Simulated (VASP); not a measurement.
**Ge from a squeezed to a stretched cell**

Aim: follow Ge from a squeezed to a stretched cell. The starting structure is a measured crystal structure from the Crystallography Open Database. All runs use LDA. The equilibrium cell comes from relaxations that aren't shown. At each volume, shape and positions are relaxed as far as symmetry leaves them free.

Main program and level: VASP 6.6.1; Kohn-Sham DFT with plane waves and PAW; LDA.

**1. Set-up**

Symmetry: Fd-3m, No. 227, cubic system. Conventional cell: a = 5.658 Å, b = 5.658 Å, c = 5.658 Å, α = 90.00°, β = 90.00°, γ = 90.00°. Ge has 4 Ge at 2.45 Å nearest.

**2. Relaxation at the equilibrium volume**

INCAR reads:

```
SYSTEM = Ge
PREC = Accurate
ENCUT = 500
EDIFF = 1E-07
NELM = 100
ISMEAR = 0
SIGMA = 0.05
LREAL = .FALSE.
ALGO = Normal
GGA = CA
NBANDS = 20
LORBIT = 11
LWAVE = .FALSE.
LCHARG = .FALSE.
KPAR = 4
IBRION = 2
NSW = 50
ISIF = 4
EDIFFG = -0.003
```

POSCAR reads:

```
Ge
1.0
    0.0000000000      2.8123334748      2.8123334748
    2.8123334748      0.0000000000      2.8123334748
    2.8123334748      2.8123334748      0.0000000000
Ge
2
Direct
    0.5000000000      0.5000000000      0.5000000000
    0.7500000000      0.7500000000      0.7500000000
```

KPOINTS reads:

```
Automatic mesh
0
Gamma
10 10 10
0 0 0
```

The projector-augmented-wave data sets are Ge_d (LDA family, release 64).

Run with:

```console
> mpirun -np 4 vasp_std
```

Log:

```text
[banner, memory and clock lines left out]
running    4 mpi-ranks, on    1 nodes
 distrk:  each k-point on    1 cores,    4 groups
 distr:  one band on    1 cores,    1 groups

 POSCAR found type information on POSCAR Ge
 POSCAR found :  1 types and       2 ions
 LDA part: xc-table for (Slater(with rela. corr.)+CA(PZ))
 , standard interpolation
 POSCAR, INCAR and KPOINTS ok, starting setup
 FFT: planning ... GRIDC
 FFT: planning ... GRID_SOFT
 FFT: planning ... GRID
 WAVECAR not read
 entering main loop
       N       E                     dE             d eps       ncg     rms          rms(c)
DAV:   1     0.179503097528E+03    0.17950E+03   -0.14752E+04  2028   0.371E+03
DAV:   2     0.141079519001E+02   -0.16540E+03   -0.16099E+03  1880   0.564E+02
DAV:   3    -0.981728131784E+01   -0.23925E+02   -0.23765E+02  2120   0.142E+02
DAV:   4    -0.105589259087E+02   -0.74164E+00   -0.74103E+00  2132   0.292E+01
DAV:   5    -0.105709257902E+02   -0.12000E-01   -0.12000E-01  2096   0.401E+00    0.336E+00
DAV:   6    -0.104489087598E+02    0.12202E+00   -0.39062E-02  2072   0.170E+00    0.193E+00
DAV:   7    -0.103876910707E+02    0.61218E-01   -0.78798E-02  1988   0.209E+00    0.140E-01
DAV:   8    -0.103883898751E+02   -0.69880E-03   -0.56628E-03  2096   0.853E-01    0.473E-02
DAV:   9    -0.103884314684E+02   -0.41593E-04   -0.86243E-05  2120   0.945E-02    0.130E-02
DAV:  10    -0.103884279682E+02    0.35002E-05   -0.90674E-06  2508   0.445E-02    0.425E-03
DAV:  11    -0.103884278916E+02    0.76579E-07   -0.93536E-07  2024   0.825E-03
   1 F= -.10388428E+02 E0= -.10388382E+02  d E =-.103884E+02
 curvature:   0.00 expect dE= 0.000E+00 dE for cont linesearch  0.000E+00
 trial: gam= 0.00000 g(F)=  0.103E-44 g(S)=  0.345E-33 ort = 0.000E+00 (trialstep = 0.100E+01)
 search vector abs. value=  0.100E-09
 reached required accuracy - stopping structural energy minimisation
```

The job ended after 3.8 s (4 MPI ranks of AMD EPYC 9R45, shared host; peak memory 0.54 GiB; 13 s of CPU time).

Lines that name or quote the potential files are left out of all logs, and their timing lines are given in words.

OUTCAR, selected parts (step 2):

```text
ion  position               nearest neighbor table
   1  0.500  0.500  0.500-   2 2.44   2 2.44   2 2.44   2 2.44
   2  0.750  0.750  0.750-   1 2.44   1 2.44   1 2.44   1 2.44

  LATTYP: Found a face centered cubic cell.
 ALAT       =     5.6246669496

 Subroutine GETGRP returns: Found 48 space group operations
 (whereof 24 operations were pure point group operations)

The static configuration has the point symmetry T_d .
 The point group associated with its full space group is O_h .

 Found     47 irreducible k-points:

   k-points           NKPTS =     47   k-points in BZ     NKDIM =     47   number of bands    NBANDS=     20

   dimension x,y,z NGX =    30 NGY =   30 NGZ =   30
   dimension x,y,z NGXF=    60 NGYF=   60 NGZF=   60

   ENCUT  =  500.0 eV  36.75 Ry    6.06 a.u.   7.25  7.25  7.25*2*pi/ulx,y,z

   NELECT =      28.0000    total number of electrons

 k-points in reciprocal lattice and weights: Automatic mesh
   0.00000000  0.00000000  0.00000000       0.001
   0.10000000  0.00000000  0.00000000       0.008
   0.20000000  0.00000000  0.00000000       0.008
   0.30000000  0.00000000  0.00000000       0.008
   0.40000000  0.00000000  0.00000000       0.008
   0.50000000  0.00000000  0.00000000       0.004
   0.10000000  0.10000000  0.00000000       0.006
   0.20000000  0.10000000  0.00000000       0.024
   0.30000000  0.10000000  0.00000000       0.024
[...]
-0.30000000  0.40000000  0.20000000       0.024
  -0.30000000  0.50000000  0.20000000       0.012

 average (electrostatic) potential at core
       1 -75.2532       2 -75.2532

 E-fermi :   4.9255

 k-point     1 :       0.0000    0.0000    0.0000
  band No.  band energies     occupation
    ...
     11      -8.0414      2.00000
     12       4.8973      1.57512
     13       4.8973      1.57512
     14       4.8973      1.57512
     15       4.9148      1.23725
     16       7.4319      0.00000
     17       7.4319      0.00000
     18       7.4319      0.00000
     19      11.1485      0.00000
     20      14.4953      0.00000

 k-point     2 :       0.1000    0.0000    0.0000
  band No.  band energies     occupation
    ...
     10     -19.7874      2.00000
     11      -7.9174      2.00000
     12       3.0072      2.00000
     13       4.6606      2.00000
     14       4.6606      2.00000
     15       5.9020      0.00000
     16       7.7466      0.00000
     17       7.7466      0.00000
     18       8.0228      0.00000
     19      11.8096      0.00000
    ...

 k-point     3 :       0.2000    0.0000    0.0000
  band No.  band energies     occupation
    ...
     10     -19.7779      2.00000
     11      -7.5522      2.00000
     12       1.0394      2.00000
     13       4.2099      2.00000
     14       4.2099      2.00000
     15       5.7040      0.00000
     16       8.3172      0.00000
     17       8.3172      0.00000
     18       9.6210      0.00000
     19      12.8098      0.00000
    ...

  Total        0.0068995      0.0068995      0.0068995      0.0000000      0.0000000      0.0000000
  in kB        0.2484823      0.2484823      0.2484823      0.0000000      0.0000000      0.0000000
  external PRESSURE =       0.2484823 kB  Pullay stress =       0.0000000 kB

  energy-cutoff  :      500.00
  volume of cell :       44.49
      direct lattice vectors                 reciprocal lattice vectors
     0.000000000  2.812333475  2.812333475    -0.177788304  0.177788304  0.177788304
     2.812333475  0.000000000  2.812333475     0.177788304 -0.177788304  0.177788304
     2.812333475  2.812333475  0.000000000     0.177788304  0.177788304 -0.177788304

 POSITION                                       TOTAL-FORCE (eV/Angst)
 -----------------------------------------------------------------------------------
      2.81233      2.81233      2.81233        -0.000000     -0.000000     -0.000000
      4.21850      4.21850      4.21850         0.000000      0.000000      0.000000
 -----------------------------------------------------------------------------------
    total drift:                                0.000000     -0.000000     -0.000000

  FREE ENERGIE OF THE ION-ELECTRON SYSTEM (eV)
  ---------------------------------------------------
  free  energy   TOTEN  =       -10.3884278916 eV

  energy  without entropy=      -10.3883355354  energy(sigma->0) =      -10.38838171

 reached required accuracy - stopping structural energy minimisation

 total charge
# of ion       s       p       d       tot
------------------------------------------
    1        1.139   1.283  10.026  12.447
    2        1.139   1.283  10.026  12.447
--------------------------------------------------
tot          2.277   2.565  20.051  24.894

[... 3 further parts left out ...]
```

The run keeps the 48 symmetry operations of its start, so it cannot find a distortion of lower symmetry.

The equilibrium volume: 22.243 Å³ an atom and a pressure of 0.02 GPa, and no clear gap on the mesh. Further runs on this cell, not shown, give the modes T2g 293.4 cm⁻¹.

**3. Relaxation at 0.96 of the equilibrium volume**

INCAR is that of step 2.

POSCAR reads:

```
Ge
1.0
    0.0000000000      2.7743243090      2.7743243090
    2.7743243090      0.0000000000      2.7743243090
    2.7743243090      2.7743243090      0.0000000000
Ge
2
Direct
    0.5000000000      0.5000000000      0.5000000000
    0.7500000000      0.7500000000      0.7500000000
```

KPOINTS is that of step 2.

Run with:

```console
> mpirun -np 4 vasp_std
```

Log:

```text
[... set-up lines as in an earlier step ...]
 entering main loop
       N       E                     dE             d eps       ncg     rms          rms(c)
DAV:   1     0.179945109958E+03    0.17995E+03   -0.14546E+04  2012   0.377E+03
DAV:   2     0.138232269298E+02   -0.16612E+03   -0.16186E+03  1880   0.572E+02
DAV:   3    -0.982986284704E+01   -0.23653E+02   -0.23481E+02  2128   0.142E+02
DAV:   4    -0.105609880933E+02   -0.73113E+00   -0.73066E+00  2100   0.294E+01
[...]
DAV:  10    -0.103707210354E+02    0.35753E-05   -0.91179E-06  2436   0.466E-02    0.439E-03
DAV:  11    -0.103707208453E+02    0.19004E-06   -0.11467E-06  2052   0.802E-03    0.176E-03
DAV:  12    -0.103707208322E+02    0.13074E-07   -0.82845E-08  1380   0.548E-03
   1 F= -.10370721E+02 E0= -.10370721E+02  d E =-.103707E+02
[...]
reached required accuracy - stopping structural energy minimisation
```

Wall time 5.4 s (4 MPI ranks); peak memory 0.53 GiB.

OUTCAR, selected parts (step 3):

```text
  Total        0.8456665      0.8456665      0.8456665      0.0000000      0.0000000      0.0000000
  in kB       31.7254684     31.7254684     31.7254684      0.0000000      0.0000000      0.0000000
  external PRESSURE =      31.7254684 kB  Pullay stress =       0.0000000 kB

 POSITION                                       TOTAL-FORCE (eV/Angst)
 -----------------------------------------------------------------------------------
      2.77432      2.77432      2.77432        -0.000000      0.000000     -0.000000
      4.16149      4.16149      4.16149         0.000000     -0.000000      0.000000
 -----------------------------------------------------------------------------------
    total drift:                                0.000000     -0.000000     -0.000000

  FREE ENERGIE OF THE ION-ELECTRON SYSTEM (eV)
  ---------------------------------------------------
  free  energy   TOTEN  =       -10.3707208322 eV

  energy  without entropy=      -10.3707204805  energy(sigma->0) =      -10.37072066

[... 2 parts as in an earlier step ...]

[... 2 further parts left out ...]
[key lines of the parts left out:]
E-fermi :   5.4365
```

0.96 of the equilibrium volume: 21.354 Å³ an atom and a pressure of 3.17 GPa, and 0.251 eV of gap on the mesh. Further runs on this cell, not shown, give the modes T2g 307.9 cm⁻¹.

**4. Relaxation at 1.04 of the equilibrium volume**

INCAR is that of step 3.

POSCAR reads:

```
Ge
1.0
    0.0000000000      2.8493421067      2.8493421067
    2.8493421067      0.0000000000      2.8493421067
    2.8493421067      2.8493421067      0.0000000000
Ge
2
Direct
    0.5000000000      0.5000000000      0.5000000000
    0.7500000000      0.7500000000      0.7500000000
```

KPOINTS is that of step 3.

Run with:

```console
> mpirun -np 4 vasp_std
```

Log:

```text
[... set-up lines as in an earlier step ...]
 entering main loop
       N       E                     dE             d eps       ncg     rms          rms(c)
DAV:   1     0.184141602138E+03    0.18414E+03   -0.14762E+04  2056   0.367E+03
DAV:   2     0.151656440933E+02   -0.16898E+03   -0.16453E+03  1880   0.593E+02
DAV:   3    -0.970802854322E+01   -0.24874E+02   -0.24688E+02  2132   0.144E+02
DAV:   4    -0.105261594271E+02   -0.81813E+00   -0.81756E+00  2092   0.305E+01
[...]
DAV:   9    -0.103742553083E+02   -0.50145E-04   -0.86451E-05  2080   0.964E-02    0.128E-02
DAV:  10    -0.103742519697E+02    0.33385E-05   -0.91194E-06  2540   0.428E-02    0.403E-03
DAV:  11    -0.103742519827E+02   -0.12958E-07   -0.85362E-07  1992   0.844E-03
   1 F= -.10374252E+02 E0= -.10374167E+02  d E =-.103743E+02
[...]
reached required accuracy - stopping structural energy minimisation
```

Wall time 4.4 s (4 MPI ranks); peak memory 0.53 GiB.

Parts of OUTCAR (step 4):

```text
  Total       -0.7379743     -0.7379743     -0.7379743      0.0000000      0.0000000      0.0000000
  in kB      -25.5557151    -25.5557151    -25.5557151      0.0000000      0.0000000      0.0000000
  external PRESSURE =     -25.5557151 kB  Pullay stress =       0.0000000 kB

 POSITION                                       TOTAL-FORCE (eV/Angst)
 -----------------------------------------------------------------------------------
      2.84934      2.84934      2.84934         0.000000      0.000000      0.000000
      4.27401      4.27401      4.27401        -0.000000     -0.000000     -0.000000
 -----------------------------------------------------------------------------------
    total drift:                                0.000000     -0.000000     -0.000000

  FREE ENERGIE OF THE ION-ELECTRON SYSTEM (eV)
  ---------------------------------------------------
  free  energy   TOTEN  =       -10.3742519827 eV

  energy  without entropy=      -10.3740811612  energy(sigma->0) =      -10.37416657

[... 2 parts as in an earlier step ...]

[... 2 further parts left out ...]
[key lines of the parts left out:]
E-fermi :   4.4954
```

1.04 of the equilibrium volume: 23.133 Å³ an atom and a pressure of -2.56 GPa, and no clear gap on the mesh. Further runs on this cell, not shown, give the modes T2g 275.8 cm⁻¹.

**5. Relaxation at 0.92 of the equilibrium volume**

INCAR is that of step 4.

POSCAR reads:

```
Ge
1.0
    0.0000000000      2.7352441132      2.7352441132
    2.7352441132      0.0000000000      2.7352441132
    2.7352441132      2.7352441132      0.0000000000
Ge
2
Direct
    0.5000000000      0.5000000000      0.5000000000
    0.7500000000      0.7500000000      0.7500000000
```

KPOINTS is that of step 4.

Run with:

```console
> mpirun -np 4 vasp_std
```

Log:

```text
[... set-up lines as in an earlier step ...]
 entering main loop
       N       E                     dE             d eps       ncg     rms          rms(c)
DAV:   1     0.181677247041E+03    0.18168E+03   -0.14643E+04  2068   0.386E+03
DAV:   2     0.142985868524E+02   -0.16738E+03   -0.16261E+03  1880   0.590E+02
DAV:   3    -0.978430428036E+01   -0.24083E+02   -0.23910E+02  2120   0.142E+02
DAV:   4    -0.105247365558E+02   -0.74043E+00   -0.73965E+00  2104   0.293E+01
[...]
DAV:  10    -0.103122891890E+02    0.34038E-05   -0.80927E-06  2204   0.437E-02    0.415E-03
DAV:  11    -0.103122889163E+02    0.27276E-06   -0.14020E-06  2060   0.756E-03    0.158E-03
DAV:  12    -0.103122888847E+02    0.31529E-07   -0.93715E-08  1328   0.608E-03
   1 F= -.10312289E+02 E0= -.10312289E+02  d E =-.103123E+02
[...]
reached required accuracy - stopping structural energy minimisation
```

Wall time 3.6 s (4 MPI ranks); peak memory 0.51 GiB.

From OUTCAR (step 5):

```text
  Total        1.8603866      1.8603866      1.8603866     -0.0000000      0.0000000     -0.0000000
  in kB       72.8275171     72.8275171     72.8275171     -0.0000000      0.0000000     -0.0000000
  external PRESSURE =      72.8275171 kB  Pullay stress =       0.0000000 kB

 POSITION                                       TOTAL-FORCE (eV/Angst)
 -----------------------------------------------------------------------------------
      2.73524      2.73524      2.73524         0.000000      0.000000      0.000000
      4.10287      4.10287      4.10287        -0.000000     -0.000000     -0.000000
 -----------------------------------------------------------------------------------
    total drift:                                0.000000      0.000000      0.000000

  FREE ENERGIE OF THE ION-ELECTRON SYSTEM (eV)
  ---------------------------------------------------
  free  energy   TOTEN  =       -10.3122888847 eV

  energy  without entropy=      -10.3122888812  energy(sigma->0) =      -10.31228888

[... 2 parts as in an earlier step ...]

[... 2 further parts left out ...]
[key lines of the parts left out:]
E-fermi :   5.9292
```

0.92 of the equilibrium volume: 20.464 Å³ an atom and a pressure of 7.28 GPa, and 0.334 eV of gap on the mesh. Further runs on this cell, not shown, give the modes T2g 321.6 cm⁻¹.

**6. Relaxation at 0.98 of the equilibrium volume**

INCAR is that of step 5.

POSCAR reads:

```
Ge
1.0
    0.0000000000      2.7934581848      2.7934581848
    2.7934581848      0.0000000000      2.7934581848
    2.7934581848      2.7934581848      0.0000000000
Ge
2
Direct
    0.5000000000      0.5000000000      0.5000000000
    0.7500000000      0.7500000000      0.7500000000
```

KPOINTS is that of step 5.

Run with:

```console
> mpirun -np 4 vasp_std
```

Log:

```text
[... set-up lines as in an earlier step ...]
 entering main loop
       N       E                     dE             d eps       ncg     rms          rms(c)
DAV:   1     0.178970501134E+03    0.17897E+03   -0.14673E+04  2044   0.371E+03
DAV:   2     0.138487003233E+02   -0.16512E+03   -0.16038E+03  1884   0.573E+02
DAV:   3    -0.983573295107E+01   -0.23684E+02   -0.23537E+02  2120   0.142E+02
DAV:   4    -0.105642782977E+02   -0.72855E+00   -0.72804E+00  2100   0.290E+01
[...]
DAV:  10    -0.103840685069E+02    0.35605E-05   -0.94690E-06  2488   0.466E-02    0.433E-03
DAV:  11    -0.103840683523E+02    0.15459E-06   -0.10602E-06  2024   0.799E-03    0.178E-03
DAV:  12    -0.103840683486E+02    0.37062E-08   -0.67334E-08  1420   0.441E-03
   1 F= -.10384068E+02 E0= -.10384065E+02  d E =-.103841E+02
[...]
reached required accuracy - stopping structural energy minimisation
```

Elapsed: 4 s, on 4 MPI ranks; peak memory 0.53 GiB.

Parts of OUTCAR (step 6):

```text
  Total        0.3918399      0.3918399      0.3918399     -0.0000000      0.0000000     -0.0000000
  in kB       14.4000090     14.4000090     14.4000090     -0.0000000      0.0000000     -0.0000000
  external PRESSURE =      14.4000090 kB  Pullay stress =       0.0000000 kB

 POSITION                                       TOTAL-FORCE (eV/Angst)
 -----------------------------------------------------------------------------------
      2.79346      2.79346      2.79346         0.000000      0.000000      0.000000
      4.19019      4.19019      4.19019        -0.000000     -0.000000     -0.000000
 -----------------------------------------------------------------------------------
    total drift:                                0.000000     -0.000000     -0.000000

  FREE ENERGIE OF THE ION-ELECTRON SYSTEM (eV)
  ---------------------------------------------------
  free  energy   TOTEN  =       -10.3840683486 eV

  energy  without entropy=      -10.3840616395  energy(sigma->0) =      -10.38406499

[... 2 parts as in an earlier step ...]

[... 2 further parts left out ...]
[key lines of the parts left out:]
E-fermi :   5.1904
```

0.98 of the equilibrium volume: 21.798 Å³ an atom and a pressure of 1.44 GPa, and 0.184 eV of gap on the mesh. Further runs on this cell, not shown, give the modes T2g 301.8 cm⁻¹.

(Continued in part 2 of 2.)

[Lines on the potential files, build, host, timing and source positions are cut from VASP's logs without a mark.]

[Logs are printed without paths, hosts, clocks, repeated set-up lines and the standing remarks that a program may print on its own settings, such as how far it seeks lower states.]

[Hosts, paths, dates, database ids (printed as entryN), source tags and the programs' standing remarks are cut or masked in the printed files.]
